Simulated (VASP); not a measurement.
These are modified Becke-Johnson potential (mBJ), VASP's PBE PAW potentials (set 64) (plane waves; VASP) values and carry that method's errors.

Input for VASP

### KPOINTS
```
K-points
0
G
4 4 4
0 0 0
```

### POSCAR
```
Cd2Hg2Se4
1
    6.2330494662     0.0000000000     0.0000000000
    0.0000000000     6.2330494662     0.0000000000
    0.0000000000     0.0000000000     6.2278373777
Hg Se Cd
2 4 2
Direct
  1.0000000000   0.0000000000   1.0000000000
  0.5000000000   0.5000000000   1.0000000000
  0.2500000000   0.2500000000   0.2532690263
  0.7500000000   0.7500000000   0.2532690263
  0.7500000000   0.2500000000   0.7467309737
  0.2500000000   0.7500000000   0.7467309737
  0.5000000000   0.0000000000   0.5000000000
  0.0000000000   0.5000000000   0.5000000000
```

### INCAR
```
ALGO = Normal
EDIFF = 1E-6
ENCUT = 400
ISIF = 0
ISMEAR = 0
LASPH = T
LCHARG = F
LMAXMIX = 6
LMIXTAU = T
LREAL = F
LWAVE = F
METAGGA = MBJ
NELM = 200
PREC = Accurate
SIGMA = 0.05
SYSTEM = Cd2Hg2Se4
```

POTCAR, in this order: Hg Se Cd (PBE.64 set). Program: vasp_std. Read from the step before: WAVECAR.

The resulting files:

### OSZICAR
```
       N       E                     dE             d eps       ncg     rms          rms(c)
DAV:   1     0.316405416283E+04    0.31641E+04   -0.79481E+00  1548   0.224E+01    0.832E+00
DAV:   2     0.316339870749E+04   -0.65546E+00   -0.65417E+00  1548   0.145E+01    0.159E+01
DAV:   3     0.316220365395E+04   -0.11951E+01   -0.21117E-01  1661   0.256E+00    0.206E+01
DAV:   4     0.316537005433E+04    0.31664E+01   -0.46418E-01  1565   0.517E+00    0.937E+00
DAV:   5     0.316692519126E+04    0.15551E+01   -0.19592E+00  1554   0.573E+00    0.510E+00
DAV:   6     0.316802898612E+04    0.11038E+01   -0.20423E-01  1572   0.202E+00    0.233E+00
DAV:   7     0.316839868297E+04    0.36970E+00   -0.24020E-01  1548   0.201E+00    0.173E+00
DAV:   8     0.316885252956E+04    0.45385E+00   -0.33300E-02  1566   0.852E-01    0.659E-01
DAV:   9     0.316903715541E+04    0.18463E+00   -0.20067E-02  1611   0.644E-01    0.182E-01
DAV:  10     0.316914419616E+04    0.10704E+00   -0.10147E-02  1607   0.505E-01    0.147E-01
DAV:  11     0.316909473443E+04   -0.49462E-01   -0.81659E-04  1662   0.216E-01    0.438E-02
DAV:  12     0.316907217577E+04   -0.22559E-01   -0.57078E-04  1611   0.109E-01    0.179E-02
DAV:  13     0.316906479032E+04   -0.73854E-02   -0.32043E-04  1584   0.861E-02    0.447E-02
DAV:  14     0.316905200528E+04   -0.12785E-01   -0.10194E-04  1590   0.588E-02    0.498E-02
DAV:  15     0.316905950383E+04    0.74985E-02   -0.20691E-05  1686   0.308E-02    0.196E-02
DAV:  16     0.316906334109E+04    0.38373E-02   -0.58211E-06  1359   0.119E-02    0.133E-02
DAV:  17     0.316907042405E+04    0.70830E-02   -0.75053E-06  1578   0.171E-02    0.127E-02
DAV:  18     0.316906886967E+04   -0.15544E-02   -0.15005E-06   953   0.830E-03    0.226E-03
DAV:  19     0.316906961232E+04    0.74265E-03   -0.32952E-07   834   0.331E-03    0.368E-03
DAV:  20     0.316906895611E+04   -0.65621E-03   -0.12446E-07   828   0.233E-03    0.375E-04
DAV:  21     0.316906927648E+04    0.32036E-03   -0.38216E-08   828   0.116E-03    0.129E-03
DAV:  22     0.316906914889E+04   -0.12759E-03   -0.19295E-08   825   0.750E-04    0.586E-04
DAV:  23     0.316906895015E+04   -0.19874E-03   -0.72422E-09   828   0.392E-04    0.164E-04
DAV:  24     0.316906882209E+04   -0.12807E-03   -0.23834E-09   822   0.235E-04    0.328E-04
DAV:  25     0.316906885522E+04    0.33135E-04   -0.11629E-09   828   0.222E-04    0.975E-05
DAV:  26     0.316906883584E+04   -0.19381E-04   -0.27232E-10   828   0.915E-05    0.128E-04
DAV:  27     0.316906885445E+04    0.18614E-04   -0.14501E-10   828   0.756E-05    0.157E-05
DAV:  28     0.316906885646E+04    0.20072E-05   -0.27202E-11   828   0.267E-05    0.979E-06
DAV:  29     0.316906886241E+04    0.59479E-05   -0.12079E-11   828   0.183E-05    0.259E-05
DAV:  30     0.316906886500E+04    0.25881E-05   -0.78030E-12   819   0.103E-05    0.294E-05
DAV:  31     0.316906886486E+04   -0.13602E-06    0.86561E-12   819   0.771E-06
   1 F= 0.31690689E+04 E0= 0.31690689E+04  d E =-.102811E-14
```

File OUTCAR:
```
------------------------ aborting loop because EDIFF is reached ----------------------------------------
  volume of cell :      241.96
      direct lattice vectors                 reciprocal lattice vectors
     6.233049466  0.000000000  0.000000000     0.160435114  0.000000000  0.000000000
     0.000000000  6.233049466  0.000000000     0.000000000  0.160435114  0.000000000
     0.000000000  0.000000000  6.227837378     0.000000000  0.000000000  0.160569382
 POSITION                                       TOTAL-FORCE (eV/Angst)
 -----------------------------------------------------------------------------------
      0.00000      0.00000      0.00000         0.000000      0.000000      0.000000
      3.11652      3.11652      0.00000        -0.000000     -0.000000      0.000000
      1.55826      1.55826      1.57732         0.000000     -0.000000      0.470383
      4.67479      4.67479      1.57732         0.000000     -0.000000      0.470383
      4.67479      1.55826      4.65052         0.000000     -0.000000     -0.470383
      1.55826      4.67479      4.65052        -0.000000     -0.000000     -0.470383
      3.11652      0.00000      3.11392        -0.000000      0.000000      0.000000
      0.00000      3.11652      3.11392         0.000000      0.000000      0.000000
 -----------------------------------------------------------------------------------
    total drift:                                0.000000     -0.000000     -0.000000
  FREE ENERGIE OF THE ION-ELECTRON SYSTEM (eV)
  ---------------------------------------------------
  free  energy   TOTEN  =      3169.0688648601 eV

  energy  without entropy=     3169.0688648601  energy(sigma->0) =     3169.06886486

     CMBJ =    1.0000

     CMBJA=   -0.0120

     CMBJB=    1.0230

     CMBJE=    0.5000

    CMBJ =    1.2859
```
(Selected blocks of OUTCAR.)

OUTCAR:
```
 val. band max:        1.0582186905   @ k =   0.0000   0.0000   0.0000

 cond. band min:       1.9084752907   @ k =   0.0000   0.0000   0.0000


 Fermi energy:         1.3203236740

 k-point     1 :       0.0000    0.0000    0.0000
  band No.  band energies     occupation
      1     -11.2834      2.00000
      2     -10.8712      2.00000
      3     -10.8712      2.00000
      4     -10.8708      2.00000
      5      -6.8019      2.00000
      6      -6.8019      2.00000
      7      -6.6988      2.00000
      8      -6.6486      2.00000
      9      -6.6421      2.00000
     10      -6.6260      2.00000
     11      -6.5596      2.00000
     12      -6.5417      2.00000
     13      -6.4950      2.00000
     14      -6.4950      2.00000
     15      -5.1208      2.00000
     16      -5.1208      2.00000
     17      -4.9144      2.00000
     18      -4.9077      2.00000
     19      -4.8616      2.00000
     20      -4.7925      2.00000
     21      -4.7346      2.00000
     22      -4.6439      2.00000
     23      -4.6418      2.00000
     24      -4.6418      2.00000
     25      -3.1438      2.00000
     26      -2.8095      2.00000
     27      -2.3885      2.00000
     28      -0.6896      2.00000
     29      -0.6246      2.00000
     30      -0.6246      2.00000
     31      -0.5897      2.00000
     32      -0.5897      2.00000
     33      -0.5111      2.00000
     34       1.0339      2.00000
     35       1.0582      2.00000
     36       1.0582      2.00000
     37       1.9085      0.00000
     38       4.2974      0.00000
     39       5.0578      0.00000
     40       5.2357      0.00000
     41       5.2357      0.00000
     42       5.2521      0.00000
     43       5.6526      0.00000

 k-point     2 :       0.2500    0.0000    0.0000
  band No.  band energies     occupation
      1     -11.2241      2.00000
      2     -10.9317      2.00000
      3     -10.8714      2.00000
      4     -10.8711      2.00000
      5      -6.7978      2.00000
...
```

mBJ is a potential without an energy functional, so only the levels count. Unless said otherwise, spin-orbit coupling is left out, though it shifts the bands of the heavy elements here.

The structure was generated: Cd2Hg2Se4 was put into an ordered model structure (P-4m2), which need not be its known phase. It was relaxed first, which changed the volume by +8 %. The cell's shape comes from a PBE relaxation.
